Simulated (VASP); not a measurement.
# Titanium: cell size against the level of theory

How close do the usual functionals, with and without dispersion, come to the cell of Titanium? The levels: LDA, PBEsol, PBE, r2SCAN, PBE + D3(BJ), r2SCAN + rVV10, RPBE and vdW-DF-cx. LASPH is on for some levels and off for others; the table marks which. The start is a cell from a database of measured crystal structures.

Main program and level: VASP 6.6.1; LDA; plane waves and PAW (Ti_sv), in the first sound run; inputs show where later runs differ.

**Measured values to reproduce.**

For Ti, hcp alpha (recrystallized polycrystalline plate, 600 wppm oxygen, 298 K), “Impact of oxygen ordering on titanium lattice parameters” (2024, arxiv:2402.07147) gives, by XRD, Rietveld refinement: lattice constant a (a of hcp cell) 2.9536 ± 0.0001 Å [textured sample, prismatic peak absent, so a is less precise than c]; lattice constant c (c of hcp cell) 4.685 ± 0.0001 Å.

This is a report of a sequence of runs, with most program output left out.

### Step 1. The structure

Before any relaxation, the start is as follows. It takes space group P6_3/mmc (No. 194, hexagonal). The conventional cell has a = 2.950 Å, b = 2.950 Å, c = 4.680 Å, α = 90.00°, β = 90.00°, γ = 120.00°. Nearest to Ti lie 12 Ti at 2.89 to 2.95 Å.

Coordinates:

```xyz
2
Lattice="2.9500 0.0000 0.0000 -1.4750 2.5548 0.0000 0.0000 0.0000 4.6800" Properties=species:S:1:pos:R:3 pbc="T T T"
Ti    0.0000    1.7032    1.1700
Ti    1.4750    0.8516    3.5100
```

### Step 2. Relaxation with LDA

The start need not lie at this functional's minimum. ISIF = 3 frees volume, shape and positions, and EDIFFG sets the threshold on forces and stress at which the search stops. LDA, the lowest rung, knows the local density alone.

File INCAR:

```
SYSTEM = Ti
PREC = Accurate
ENCUT = 520
EDIFF = 1E-06
NELM = 100
ISMEAR = -1
SIGMA = 0.05
LREAL = .FALSE.
ALGO = Normal
GGA = CA
NBANDS = 18
LORBIT = 11
LWAVE = .FALSE.
LCHARG = .FALSE.
KPAR = 2
IBRION = 2
NSW = 60
ISIF = 3
EDIFFG = -0.01
```

File POSCAR:

```
Ti
1.0
    2.9500000000      0.0000000000      0.0000000000
   -1.4750000000      2.5547749412      0.0000000000
    0.0000000000      0.0000000000      4.6800000000
Ti
2
Direct
    0.3333333333      0.6666666667      0.2500000000
    0.6666666667      0.3333333333      0.7500000000
```

File KPOINTS:

```
Automatic mesh
0
Gamma
9 9 5
0 0 0
```

The projector-augmented-wave data sets are Ti_sv (PBE family, release 64).

Launch:

```console
$ mpirun -np 2 vasp_std
```

The job ended after 23 s (2 MPI ranks of Intel Xeon 6975P-C (Granite Rapids), shared host; peak memory 0.29 GiB).

The k-mesh is coarse for a metal. The PAW data sets were made with PBE, though LDA sets exist; this is a small mismatch. After so large a change of volume the plane waves of the start cell no longer fit, so the final stress carries a basis-set error. The run keeps the 24 symmetry operations of its start, so it cannot find a distortion of lower symmetry.

Step by step:

```csv
step,energy less that of the first step (eV),largest force (eV/Å),pressure (GPa),volume (Å³)
1,0.0000,0.0000,-9.92,35.27
2,-0.0386,0.0000,9.98,29.99
3,-0.1033,0.0000,-0.08,32.19
4,-0.1033,0.0000,0.13,32.13
5,-0.1033,0.0000,-0.08,32.18
6,-0.1033,0.0000,-0.11,32.18
7,-0.1033,0.0000,-0.14,32.17
8,-0.1033,0.0000,0.03,32.15
9,-0.1033,0.0000,-0.01,32.17
10,-0.1033,0.0000,-0.04,32.17
11,-0.1033,0.0000,-0.03,32.17
```

| conventional cell, symmetrised | before | after | change |
| --- | --- | --- | --- |
| a (Å) | 2.950 | 2.862 | -3.0 % |
| b (Å) | 2.950 | 2.862 | -3.0 % |
| c (Å) | 4.680 | 4.536 | -3.1 % |
| volume (Å³/atom) | 17.64 | 16.09 | -8.8 % |

Final coordinates:

```xyz
2
Lattice="2.8617 0.0000 0.0000 -1.4308 2.4783 0.0000 0.0000 0.0000 4.5364" Properties=species:S:1:pos:R:3 pbc="T T T"
Ti    0.0000    1.6522    1.1341
Ti    1.4308    0.8261    3.4023
```

Numbers from this step:

* electrons: 24
* bands: 18
* irreducible k-points: 36
* symmetry operations: 24
* free energy (TOTEN): -17.17 eV
* energy at zero smearing: -17.16 eV
* Fermi energy: 8.860 eV
* pressure: -0.03492 GPa
* metallic: yes
* SCF cycles over all ionic steps: 74

It ends with forces that vanish by symmetry and a pressure of -0.03 GPa. The volume lies -8.8 % from that of the database's start, which holds the thermal and zero-point expansion of its experiment. LDA is known to overbind. The conventional cell has a = 2.862 and c = 4.536 Å.

### Step 3. Relaxation with PBEsol

This step: PBEsol; plane waves and PAW (Ti_sv) (VASP 6.6.1).

PBEsol restores the gradient expansion of exchange and is tuned for the cells of solids.

INCAR, as its differences from that of step 2:

```diff
@@ -9,3 +9,3 @@
 ALGO = Normal
-GGA = CA
+GGA = PS
 NBANDS = 18
```

POSCAR is that of step 2.

KPOINTS is that of step 2.

Launch:

```console
$ mpirun -np 2 vasp_std
```

Run time: 11 s. Hardware: 2 MPI ranks; peak memory 0.31 GiB; 21 s of CPU time.

The PAW data sets were made with PBE, which is usual practice but a small mismatch for other functionals.

Relaxation path:

```csv
step,energy less that of the first step (eV),largest force (eV/Å),pressure (GPa),volume (Å³)
1,0.0000,0.0000,-6.07,35.27
2,-0.0158,0.0000,5.42,31.97
3,-0.0383,0.0000,-0.01,33.35
```

```
conventional cell, symmetrised  before  after  change
                         a (Å)   2.950  2.898  -1.8 %
                         b (Å)   2.950  2.898  -1.8 %
                         c (Å)   4.680  4.586  -2.0 %
              volume (Å³/atom)   17.64  16.67  -5.4 %
```

Final coordinates:

```xyz
2
Lattice="2.8976 0.0000 0.0000 -1.4488 2.5094 0.0000 0.0000 0.0000 4.5865" Properties=species:S:1:pos:R:3 pbc="T T T"
Ti    0.0000    1.6729    1.1466
Ti    1.4488    0.8365    3.4398
```

Numbers from this step:

```
free energy (TOTEN)             : -16.69 eV
energy at zero smearing         : -16.68 eV
Fermi energy                    : 8.659 eV
pressure                        : -0.007511 GPa
SCF cycles over all ionic steps : 34
```

It ends at 16.67 Å³/atom, -5.4 % from the start, with -0.01 GPa left. The conventional cell has a = 2.898 and c = 4.586 Å.

### Step 4. Relaxation with PBE

This step: PBE; plane waves and PAW (Ti_sv) (VASP 6.6.1).

PBE, the usual starting point, adds the gradient of the density.

INCAR, as its differences from that of step 3:

```diff
@@ -9,3 +9,3 @@
 ALGO = Normal
-GGA = PS
+GGA = PE
 NBANDS = 18
```

POSCAR is that of step 3.

KPOINTS is that of step 3.

Launch:

```console
$ mpirun -np 2 vasp_std
```

Elapsed: 15 s, on 2 MPI ranks; peak memory 0.31 GiB.

Step by step:

| step | energy less that of the first step (eV) | largest force (eV/Å) | pressure (GPa) | volume (Å³) |
| --- | --- | --- | --- | --- |
| 1 | 0.0000 | 0.0000 | -1.86 | 35.27 |
| 2 | -0.0018 | 0.0000 | 1.45 | 34.24 |
| 3 | -0.0037 | 0.0000 | 0.00 | 34.66 |
| 4 | -0.0037 | 0.0000 | 0.06 | 34.65 |
| 5 | -0.0037 | 0.0000 | 0.07 | 34.66 |
| 6 | -0.0038 | 0.0000 | 0.06 | 34.66 |

| conventional cell, symmetrised | before | after | change |
| --- | --- | --- | --- |
| a (Å) | 2.950 | 2.937 | -0.4 % |
| b (Å) | 2.950 | 2.937 | -0.4 % |
| c (Å) | 4.680 | 4.639 | -0.9 % |
| volume (Å³/atom) | 17.64 | 17.33 | -1.7 % |

Final coordinates:

```xyz
2
Lattice="2.9370 0.0000 0.0000 -1.4685 2.5435 0.0000 0.0000 0.0000 4.6394" Properties=species:S:1:pos:R:3 pbc="T T T"
Ti    0.0000    1.6957    1.1599
Ti    1.4685    0.8478    3.4796
```

It ends at 17.33 Å³/atom, -1.7 % from the start, with 0.06 GPa left. The conventional cell has a = 2.937 and c = 4.639 Å. Against its usual tendency, PBE gives a cell smaller than the listed one.

### Step 5. Relaxation with r2SCAN

This step: r2SCAN; plane waves and PAW (Ti_sv) (VASP 6.6.1).

r2SCAN adds the kinetic-energy density, costs more than a GGA and is run with LASPH.

INCAR, as its differences from that of step 4:

```diff
@@ -9,3 +9,4 @@
 ALGO = Normal
-GGA = PE
+METAGGA = R2SCAN
+LASPH = .TRUE.
 NBANDS = 18
```

POSCAR is that of step 4.

KPOINTS is that of step 4.

Launch:

```console
$ mpirun -np 2 vasp_std
```

Elapsed: 59 s, on 2 MPI ranks; peak memory 0.32 GiB.

The steps of the relaxation:

```
step  energy less that of the first step (eV)  largest force (eV/Å)  pressure (GPa)  volume (Å³)
   1                                   0.0000                0.0000           -1.85        35.27
   2                                  -0.0017                0.0000            1.58        34.24
   3                                  -0.0037                0.0000            0.08        34.67
   4                                  -0.0040                0.0000            0.02        34.68
   5                                  -0.0041                0.0000            0.00        34.69
```

| conventional cell, symmetrised | before | after | change |
| --- | --- | --- | --- |
| a (Å) | 2.950 | 2.943 | -0.2 % |
| b (Å) | 2.950 | 2.943 | -0.2 % |
| c (Å) | 4.680 | 4.624 | -1.2 % |
| volume (Å³/atom) | 17.64 | 17.34 | -1.7 % |

The relaxed structure:

```xyz
2
Lattice="2.9430 0.0000 0.0000 -1.4715 2.5487 0.0000 0.0000 0.0000 4.6244" Properties=species:S:1:pos:R:3 pbc="T T T"
Ti    0.0000    1.6991    1.1561
Ti    1.4715    0.8496    3.4683
```

It ends at 17.34 Å³/atom, -1.7 % from the start, with 0.00 GPa left. The conventional cell has a = 2.943 and c = 4.624 Å.

### Step 6. Relaxation with PBE + D3(BJ)

This step: PBE with D3(BJ); plane waves and PAW (Ti_sv) (VASP 6.6.1).

A dispersion term adds the long-range attraction that semilocal functionals lack. D3 with Becke-Johnson damping keeps a finite attraction at short range.

INCAR, as its differences from that of step 5:

```diff
@@ -9,4 +9,4 @@
 ALGO = Normal
-METAGGA = R2SCAN
-LASPH = .TRUE.
+GGA = PE
+IVDW = 12
 NBANDS = 18
```

POSCAR is that of step 5.

KPOINTS is that of step 5.

Launch:

```console
$ mpirun -np 2 vasp_std
```

It took 12 s on 2 MPI ranks; peak memory 0.33 GiB; 23 s of CPU time.

Dispersion corrections of this kind ignore metallic screening and tend to overbind metals.

It ends at 16.45 Å³/atom, -6.7 % from the start, with -0.04 GPa left. The conventional cell has a = 2.884 and c = 4.566 Å. Against plain PBE, the dispersion term moves a by -1.8 % and c by -1.6 %.

### Step 7. Relaxation with r2SCAN + rVV10

This step: r2SCAN with rVV10; plane waves and PAW (Ti_sv) (VASP 6.6.1).

LUSE_VDW switches on a nonlocal correlation term for dispersion.

INCAR, as its differences from that of step 6:

```diff
@@ -9,4 +9,8 @@
 ALGO = Normal
-GGA = PE
-IVDW = 12
+METAGGA = R2SCAN
+LUSE_VDW = .TRUE.
+IVDW_NL = 2
+BPARAM = 11.95
+CPARAM = 0.0093
+LASPH = .TRUE.
 NBANDS = 18
```

POSCAR is that of step 6.

KPOINTS is that of step 6.

Launch:

```console
$ mpirun -np 2 vasp_std
```

Wall time 2.9 min (2 MPI ranks); peak memory 0.51 GiB.

It ends at 17.20 Å³/atom, -2.4 % from the start, with 0.07 GPa left. The conventional cell has a = 2.935 and c = 4.612 Å. Against plain r2SCAN, the dispersion term moves a by -0.3 % and c by -0.3 %.

### Step 8. Relaxation with RPBE

This step: RPBE; plane waves and PAW (Ti_sv) (VASP 6.6.1).

RPBE by itself binds more weakly than PBE and expands cells.

INCAR, as its differences from that of step 7:

```diff
@@ -9,8 +9,3 @@
 ALGO = Normal
-METAGGA = R2SCAN
-LUSE_VDW = .TRUE.
-IVDW_NL = 2
-BPARAM = 11.95
-CPARAM = 0.0093
-LASPH = .TRUE.
+GGA = RP
 NBANDS = 18
```

POSCAR is that of step 7.

KPOINTS is that of step 7.

Launch:

```console
$ mpirun -np 2 vasp_std
```

It took 14 s on 2 MPI ranks; peak memory 0.3 GiB; 28 s of CPU time.

It ends at 17.84 Å³/atom, +1.2 % from the start, with -0.02 GPa left. The conventional cell has a = 2.966 and c = 4.682 Å.

### Step 9. Relaxation with vdW-DF-cx

This step: vdW-DF-cx; plane waves and PAW (Ti_sv) (VASP 6.6.1).

vdW-DF-cx takes its exchange from the same plasmon model as its correlation.

INCAR, as its differences from that of step 8:

```diff
@@ -9,3 +9,6 @@
 ALGO = Normal
-GGA = RP
+GGA = CX
+AGGAC = 0
+LUSE_VDW = .TRUE.
+LASPH = .TRUE.
 NBANDS = 18
```

POSCAR is that of step 8.

KPOINTS is that of step 8.

Launch:

```console
$ mpirun -np 2 vasp_std
```

Elapsed: 67 s, on 2 MPI ranks; peak memory 0.63 GiB.

It ends at 16.76 Å³/atom, -5.0 % from the start, with 0.00 GPa left. The conventional cell has a = 2.902 and c = 4.595 Å.

### Step 10. The cells as a table

This step: relaxed cells at several levels; plane waves and PAW (VASP 6.6.1).

This step runs nothing: it gathers the runs above.

Lengths are those of the conventional cell; cost is the wall time of each run, as given at its step, times its ranks, without the set-up around it; LASPH differs between rows, which moves results and costs too. Results by level, by row:

```csv
level,volume (Å³/atom),change from the start (%),a (Å),c (Å),cost (core minutes),LASPH
LDA,16.09,-8.8,2.862,4.536,0.767,off
PBEsol,16.67,-5.4,2.898,4.586,0.367,off
PBE,17.33,-1.7,2.937,4.639,0.507,off
r2SCAN,17.34,-1.7,2.943,4.624,1.97,on
PBE + D3(BJ),16.45,-6.7,2.884,4.566,0.4,off
r2SCAN + rVV10,17.2,-2.4,2.935,4.612,5.7,on
RPBE,17.84,1.2,2.966,4.682,0.48,off
vdW-DF-cx,16.76,-5,2.902,4.595,2.23,on
```

### Step 11. Results

| Item | Value |
| --- | --- |
| volume, LDA | 16.09 Å³/atom |
| volume, PBEsol | 16.67 Å³/atom |
| volume, PBE | 17.33 Å³/atom |
| volume, r2SCAN | 17.34 Å³/atom |
| volume, PBE + D3(BJ) | 16.45 Å³/atom |
| volume, r2SCAN + rVV10 | 17.20 Å³/atom |
| volume, RPBE | 17.84 Å³/atom |
| volume, vdW-DF-cx | 16.76 Å³/atom |

**Reading.** For Titanium the levels give volumes between 16.09 Å³/atom (LDA) and 17.84 Å³/atom (RPBE), a spread of 10.9 %, while the cost of the finished runs spans a factor of 16. Within 1 % of experiment on every length: PBE and RPBE. The nearest, RPBE, is among the cheap ones. Thermal and zero-point expansion, often some tenths of a per cent in length, bear on this order: with the measured lengths lowered by an assumed 0.4 % the nearest becomes PBE. The costs hold the number of ionic steps as well as the price of the functional. The closing table has room for seven levels; vdW-DF-cx stands in the table of levels alone. Adding D3(BJ) to PBE changes the volume by -5.1 % (a by -1.8 % and c by -1.6 %). Adding rVV10 to r2SCAN changes the volume by -0.8 % (a by -0.3 % and c by -0.3 %). Pairwise corrections of the D and TS kind ignore the screening in a metal, so they may overbind here. Within 0.02 Å all end in space group P6_3/mmc; the runs can't lower the symmetry of the start. The k-sampling is coarse for a metal, so the Fermi level, pressures and the shape of the cell carry errors. LASPH is on for some levels and off for others, so differences between them are not the functional's alone. Each is a single relaxation on the plane waves of the start cell, so larger changes of volume carry a basis-set error that was not tested here.

Comparison with the measured values:

| quantity | measured | LDA | PBEsol | PBE | r2SCAN | PBE + D3(BJ) | r2SCAN + rVV10 | RPBE |
| --- | --- | --- | --- | --- | --- | --- | --- | --- |
| lattice constant a (Å) | 2.9536 | 2.862 (-3.1 %) | 2.898 (-1.9 %) | 2.937 (-0.6 %) | 2.943 (-0.4 %) | 2.884 (-2.3 %) | 2.935 (-0.6 %) | 2.966 (+0.4 %) |
| lattice constant c (Å) | 4.685 | 4.536 (-3.2 %) | 4.586 (-2.1 %) | 4.639 (-1.0 %) | 4.624 (-1.3 %) | 4.566 (-2.5 %) | 4.612 (-1.6 %) | 4.682 (-0.1 %) |

Measured values from arxiv:2402.07147 (2024).

Verdict: For the lattice constant a, of the levels listed nearest comes r2SCAN (-0.4 %, good agreement) and farthest LDA (-3.1 %, a clear miss). For the lattice constant c, of the levels listed nearest comes RPBE (-0.1 %, good agreement) and farthest LDA (-3.2 %, a clear miss). The grades are ours: good and fair within 0.7 and 1.5 % for the lattice constant a and 0.8 and 2 % for the lattice constant c. For lattice constants the calculation has a static lattice, without zero-point motion or thermal expansion (measured at up to 298 K).

[Lines on the potential files, build, host, timing and source positions are cut from VASP's logs without a mark.]

[Logs are printed without paths, hosts, clocks, repeated set-up lines and the standing remarks that a program may print on its own settings, such as how far it seeks lower states.]

[Hosts, paths, dates, database ids (printed as entryN), source tags and the programs' standing remarks are cut or masked in the printed files.]

[A measured line is paired with the nearest computed mode of its activity, which favours agreement.]
